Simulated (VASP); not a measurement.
Computed with AM05 GGA, VASP's PBE PAW potentials (set 64) (plane waves; VASP 6.6.1).

A VASP calculation is set up with these files.

### KPOINTS
```
Automatic mesh
0
Gamma
14 14 8
0 0 0
```

**POSCAR**
```
Sc
1
    1.6428614218    -2.8455193677     0.0000000000
    1.6428614218     2.8455193677    -0.0000000000
    0.0000000000    -0.0000000000     5.1026725167
Sc
2
Direct
  0.3333330000   0.6666670000   0.2500000000
  0.6666670000   0.3333330000   0.7500000000
```

INCAR:
```
SYSTEM = Sc
PREC = Accurate
ENCUT = 520
EDIFF = 1E-7
NELM = 100
ALGO = Normal
LREAL = .FALSE.
LASPH = .TRUE.
ISMEAR = -5
GGA = AM
LMAXMIX = 4
LWAVE = .FALSE.
LCHARG = .TRUE.
LORBIT = 11
NEDOS = 601
ISIF = 2
```

POTCAR, in this order: Sc_sv (PBE.64 set). Program: vasp_std.

Task: What will the output report for the number of irreducible k-points (NKPTS), largest plane-wave count, number of space-group operations, FFT grid (NGX, NGY, NGZ)?

Result: 
| Item | Value |
|---|---|
| number of irreducible k-points (NKPTS) | 120 |
| largest plane-wave count | 1304 |
| number of space-group operations | 24 |
| FFT grid (NGX, NGY, NGZ) | 24 × 24 × 40 |

The compound is Sc in the hcp structure. It was relaxed first.
